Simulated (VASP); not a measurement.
Runs of VASP 6.6.1 on K2CuBr2F2. The structure is tetragonal, space group P4/mmm (No. 123). Conventional cell: a = 5.029 Å, b = 5.029 Å, c = 6.635 Å, α = 90.00°, β = 90.00°, γ = 90.00°. Br (site symmetry mmm) is surrounded by 2 Cu at 2.51 Å. Cu (site symmetry 4/mmm) has 4 Br at 2.51 Å as nearest neighbours. K (site symmetry mmm) has 4 F at 2.51 Å as nearest neighbours. Around F (site symmetry 4/mmm) lie 4 K at 2.51 Å. Around F (site symmetry 4/mmm) lie 4 K at 2.51 Å. The cell comes from a database or a generator and needn't be the stable form of this composition.

```tsv
level	potentials or basis	cell	cutoff (eV)	smearing	gap on the mesh (eV)	pressure (GPa)
PBEsol+D4	VASP PAW PBE potentials, release 64 (Br, Cu, K_pv, F)	as given	500	gaussian 0.05 eV	none	-1.0
revPBE+D3(BJ)	VASP PAW PBE potentials, release 64 (Br, Cu, K_sv, F)	volume scaled by 0.96	520	fermi-dirac 0.05 eV	none	1.6
PBEsol	VASP PAW PBE potentials, release 64 (Br, Cu, K_sv, F)	as given	520	gaussian 0.02 eV	none	-1.1
PBE	VASP PAW PBE potentials, release 54 (Br, Cu, K_sv, F)	as given	520	gaussian 0.1 eV	none	(a)
```

Alike in all rows: task single point; no spin polarisation; k mesh 5 × 5 × 4.

Fill in the values left out.

(a) 1.0.

Caveats: an odd number of electrons without spin polarisation forces a metal; a magnetic or distorted state may lie lower; the run has no spin polarisation, though such a crystal can be magnetic; semilocal functionals often make such compounds metallic where correlation or magnetic order opens a gap, which also shifts bond lengths; the PAW data sets were made with another functional, which shifts forces and pressure a little (some runs); pairwise dispersion overbinds metals, which lowers pressure and volume (some runs).

A k mesh can miss the band edges, and the runs leave out spin-orbit coupling on Br.

A gap of «none» marks a metal or a gap under the smearing width.

The runs don't all hold the same shells in valence.
